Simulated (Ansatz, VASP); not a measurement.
**Two plane-wave programs on BaMg2Re2**

The input INCAR:

```
PREC = Accurate
ENCUT = 520
EDIFF = 1E-7
ISMEAR = -1
SIGMA = 0.1
LREAL = F
LASPH = T
NELM = 60
ALGO = Normal
ISIF = 2
LWAVE = F
LCHARG = T
GGA = RE
LELF = T
LVHAR = T
NBANDS = 39
```

Contents of KPOINTS:

```
regular mesh
0
Gamma
  4 4 2
```

Contents of POSCAR:

```
BaMg2Re2
1.0
    4.5531280000      0.0000000000      0.0000000000
    0.0000000000      4.5531280000      0.0000000000
    0.0000000000      0.0000000000     11.0276760000
Re Mg Ba
4 4 2
Direct
    0.0000000000      0.5000000000      0.8670000000
    0.5000000000      0.0000000000      0.1330000000
    0.0000000000      0.0000000000      0.5000000000
    0.5000000000      0.5000000000      0.5000000000
    0.0000000000      0.0000000000      0.0000000000
    0.5000000000      0.5000000000      0.0000000000
    0.0000000000      0.5000000000      0.6310000000
    0.5000000000      0.0000000000      0.3690000000
    0.0000000000      0.5000000000      0.2530000000
    0.5000000000      0.0000000000      0.7470000000
```

Input for Ansatz:

```yaml
crystal:
  lattice:
    - [4.553128, 0.0, 0.0]
    - [0.0, 4.553128, 0.0]
    - [0.0, 0.0, 11.027676]
  atoms:
    - { symbol: Re, position: [0.0, 0.5, 0.867] }
    - { symbol: Re, position: [0.5, 0.0, 0.133] }
    - { symbol: Mg, position: [0.0, 0.0, 0.0] }
    - { symbol: Mg, position: [0.5, 0.5, 0.0] }
    - { symbol: Mg, position: [0.0, 0.5, 0.631] }
    - { symbol: Mg, position: [0.5, 0.0, 0.369] }
    - { symbol: Ba, position: [0.0, 0.5, 0.253] }
    - { symbol: Ba, position: [0.5, 0.0, 0.747] }
    - { symbol: Re, position: [0.0, 0.0, 0.5] }
    - { symbol: Re, position: [0.5, 0.5, 0.5] }
  symmetry: { tolerance: 0.0003 }
kpoints:
  mp_grid: { grid: [4, 4, 2], shift: [0, 0, 0] }
magnetization:
  spin_polarized: false
scf:
  occupations: { method: fermi_dirac }
  lower_state_search: standard
hamiltonian:
  pseudopotentials: { kind: paw }
  xc: revpbe
basis:
  ecutwfc: 500
output:
  forces: true
  stress: true
  eigenvalues: true
```

The cell was built by a generator and needn't be a form met in nature.

Alike in both runs: task single point; functional revPBE; k mesh 4 × 4 × 2; no spin polarisation.

|  | VASP | Ansatz |
| --- | --- | --- |
| version | VASP 6.6.1 | Ansatz 0.2.0 |
| potentials or method | VASP PAW PBE potentials, release 64 (Re, Mg, Ba_sv) | PAW plane waves |
| plane-wave cutoff (eV) | 520 | 500 |
| occupations | fermi-dirac, width 0.1 eV | fermi-dirac |
| valence electrons in the cell | 56 | 120 |

```tsv
	VASP	Ansatz	Ansatz less VASP
gap on the k mesh at the Fermi level (eV)	none	none	-
pressure (GPa)	3.5	3.2	-0.34
largest component of the traceless stress (GPa)	6.78	6.80	+0.026
rms of the force components (eV/Å)	0.114	0.101	-0.0126
```

A gap of «none» marks a metal or a gap that the smearing closes. The two sets of potentials don't hold the same shells in valence.

Caveats: the PAW data sets were made with another functional, which shifts forces and pressure a little (VASP). The runs have no spin-orbit coupling, so splittings on Ba, Re are missing.
